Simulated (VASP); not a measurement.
```xyz
2
Lattice="0.0000 2.1050 2.1050 2.1050 0.0000 2.1050 2.1050 2.1050 0.0000" Properties=species:S:1:pos:R:3 pbc="T T T"
Mg     0.0000     0.0000     0.0000
O      2.1050     2.1050     2.1050
```

The base run (VASP): PBE GGA, plane waves, VASP's PBE PAW potentials (set 64). Run with 520 eV cut-off, 10×10×10 Γ-centred mesh, Gaussian smearing of 0.050 eV, potentials Mg O.

One setting is varied; ΔE counts from the base run. The base run took about 6 core-seconds. The timings are rough (shared machines, no repeats); factors under 2 mean little.

Pressures at a finite cut-off, here 520 eV, hold a Pulay part, which wasn't tested here.

```tsv
setting	cost over the base run	electronic steps	ΔE (meV/atom)	pressure (GPa)
PREC = Low	about 1/2	11	-0.9	4.18
PREC = Normal	about 1/2	11	0.0	4.18
LASPH = .FALSE.	about 1/2	11	0.0	4.17
PREC = Single	about 1/2	11	-0.2	4.17
LREAL = Auto	within a factor of 2	11	-0.2	4.21
ADDGRID = .TRUE.	within a factor of 2	11	0.0	4.17
base run	reference	11	0.0	4.17
```

Left out are runs that failed, have no time on record or changed the cell.

The compound is MgO in the rock salt structure. The cell was not relaxed at this level.
